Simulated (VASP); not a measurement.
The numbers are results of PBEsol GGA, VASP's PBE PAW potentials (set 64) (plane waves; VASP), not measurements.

Input for VASP

**KPOINTS**
```
Automatic mesh
0
Gamma
8 8 8
0 0 0
```

INCAR:
```
SYSTEM  =  Cs
PREC  =  Accurate; ENCUT  =  400; LREAL  =  .False.
LASPH  =  .True.
EDIFF  =  1E-6; NELM  =  100; ALGO  =  Normal
LMAXMIX  =  4
ISMEAR  =  1; SIGMA  =  0.1
GGA  =  PS
IBRION  =  2; NSW  =  60; ISIF  =  3
EDIFFG  =  -0.01
LWAVE  =  .False.; LCHARG  =  .False.
```

### POSCAR
```
Cs
1
    0.0000000000     3.8112610000     3.8112610000
    3.8112610000     0.0000000000     3.8112610000
    3.8112610000     3.8112610000     0.0000000000
Cs
1
Direct
  0.0000000000   0.0000000000   0.0000000000
```

POTCAR, in this order: Cs_sv (PBE.64 set). Program: vasp_std.

What VASP printed:

File OSZICAR:
```
       N       E                     dE             d eps       ncg     rms          rms(c)
DAV:   1     0.519749612144E+02    0.51975E+02   -0.25520E+03   464   0.632E+02
DAV:   2     0.339843207983E+01   -0.48577E+02   -0.48071E+02   648   0.116E+02
DAV:   3    -0.879839469825E+00   -0.42783E+01   -0.42772E+01   464   0.429E+01
DAV:   4    -0.937256951690E+00   -0.57417E-01   -0.57415E-01   832   0.601E+00
DAV:   5    -0.937335698457E+00   -0.78747E-04   -0.78747E-04   504   0.140E-01    0.129E-01
DAV:   6    -0.937168471705E+00    0.16723E-03   -0.11168E-03   776   0.198E-01    0.891E-02
DAV:   7    -0.937417044883E+00   -0.24857E-03   -0.30605E-03   600   0.348E-01    0.318E-02
DAV:   8    -0.937464460942E+00   -0.47416E-04   -0.90637E-05   600   0.788E-02    0.509E-03
DAV:   9    -0.937465445917E+00   -0.98498E-06   -0.27783E-06   792   0.108E-02
   1 F= -.93746545E+00 E0= -.93750422E+00  d E =-.937465E+00
       N       E                     dE             d eps       ncg     rms          rms(c)
DAV:   1    -0.937910267660E+00   -0.44581E-03   -0.89484E-03   480   0.614E-01    0.827E-02
DAV:   2    -0.937595125127E+00    0.31514E-03   -0.42921E-04   496   0.130E-01    0.379E-02
DAV:   3    -0.937497320585E+00    0.97805E-04   -0.36558E-04   504   0.115E-01    0.789E-03
DAV:   4    -0.937498161816E+00   -0.84123E-06   -0.13264E-06   528   0.105E-02
   2 F= -.93749816E+00 E0= -.93753149E+00  d E =-.327159E-04
       N       E                     dE             d eps       ncg     rms          rms(c)
DAV:   1    -0.940572158689E+00   -0.30748E-02   -0.66419E-02   464   0.167E+00    0.225E-01
DAV:   2    -0.938253947828E+00    0.23182E-02   -0.31759E-03   496   0.354E-01    0.103E-01
DAV:   3    -0.937534150813E+00    0.71980E-03   -0.26940E-03   504   0.311E-01    0.213E-02
DAV:   4    -0.937535155180E+00   -0.10044E-05   -0.98833E-06   504   0.288E-02    0.986E-03
DAV:   5    -0.937536747093E+00   -0.15919E-05   -0.25041E-06   544   0.110E-02    0.187E-03
DAV:   6    -0.937536131393E+00    0.61570E-06   -0.11624E-07   264   0.323E-03
   3 F= -.93753613E+00 E0= -.93755351E+00  d E =-.706855E-04
```

File OUTCAR:
```
------------------------ aborting loop because EDIFF is reached ----------------------------------------
  FORCE on cell =-STRESS in cart. coord.  units (eV):
  Direction    XX          YY          ZZ          XY          YZ          ZX
  --------------------------------------------------------------------------------------
  Total       -0.0002182     -0.0002182     -0.0002182      0.0000000      0.0000000      0.0000000
  in kB       -0.0031894     -0.0031894     -0.0031894      0.0000000      0.0000000      0.0000000
  external PRESSURE =      -0.0031894 kB  Pullay stress =       0.0000000 kB
  volume of cell :      109.62
      direct lattice vectors                 reciprocal lattice vectors
    -0.000000000  3.798537822  3.798537822    -0.131629596  0.131629596  0.131629596
     3.798537822  0.000000000  3.798537822     0.131629596 -0.131629596  0.131629596
     3.798537822  3.798537822  0.000000000     0.131629596  0.131629596 -0.131629596
 POSITION                                       TOTAL-FORCE (eV/Angst)
 -----------------------------------------------------------------------------------
      0.00000      0.00000      0.00000         0.000000      0.000000      0.000000
 -----------------------------------------------------------------------------------
    total drift:                               -0.000000     -0.000000     -0.000000
  FREE ENERGIE OF THE ION-ELECTRON SYSTEM (eV)
  ---------------------------------------------------
  free  energy   TOTEN  =        -0.9375361314 eV

  energy  without entropy=       -0.9375882574  energy(sigma->0) =       -0.93755351

 reached required accuracy - stopping structural energy minimisation
```
(Selected blocks of OUTCAR.)

**CONTCAR**
```
Cs
   1.00000000000000
    -0.0000000000000000    3.7985378215629209    3.7985378215629209
     3.7985378215629209    0.0000000000000000    3.7985378215629209
     3.7985378215629209    3.7985378215629209    0.0000000000000000
  Cs
     1
Direct
     0.0000000000000000    0.0000000000000000    0.0000000000000000
```

OUTCAR:
```
 val. band max:        0.4400868851   @ k =   0.5000   0.0000   0.0000

 cond. band min:       0.5343336895   @ k =   0.5000   0.1250   0.0000


 Fermi energy:         0.4587804838

 k-point     1 :       0.0000    0.0000    0.0000
  band No.  band energies     occupation
      1     -23.3198      2.00000
      2     -10.0342      2.00000
      3     -10.0342      2.00000
      4     -10.0342      2.00000
      5      -1.2425      2.00000
      6       2.9745      0.00000
      7       2.9745      0.00000
      8       2.9745      0.00000

 k-point     2 :       0.1250    0.0000    0.0000
  band No.  band energies     occupation
      1     -23.3187      2.00000
      2     -10.0587      2.00000
      3     -10.0374      2.00000
      4     -10.0374      2.00000
      5      -1.0720      2.00000
      6       2.6716      0.00000
      7       3.0479      0.00000
      8       3.0479      0.00000

 k-point     3 :       0.2500    0.0000    0.0000
  band No.  band energies     occupation
      1     -23.3160      2.00000
      2     -10.1167      2.00000
      3     -10.0452      2.00000
      4     -10.0452      2.00000
      5      -0.6024      2.00000
      6       2.1295     -0.00000
      7       3.0649      0.00000
      8       3.0649      0.00000

 k-point     4 :       0.3750    0.0000    0.0000
  band No.  band energies     occupation
      1     -23.3133      2.00000
      2     -10.1730      2.00000
      3     -10.0529      2.00000
      4     -10.0529      2.00000
      5       0.0289      2.00000
      6       1.6191     -0.00000
      7       2.9052      0.00000
      8       2.9052      0.00000

 k-point     5 :       0.5000    0.0000    0.0000
  band No.  band energies     occupation
      1     -23.3121      2.00000
      2     -10.1958      2.00000
      3     -10.0561      2.00000
      4     -10.0561      2.00000
      5       0.4401      1.31035
      6       1.3045     -0.00000
      7       2.8266      0.00000
...
```

Unless said otherwise, spin-orbit coupling is left out, though it shifts the bands of the heavy elements here.

The structure was generated: Cs was put into the fcc type (Fm-3m), which need not be its known phase. This run relaxes it. Symmetry was kept, so distortions that lower it aren't found.
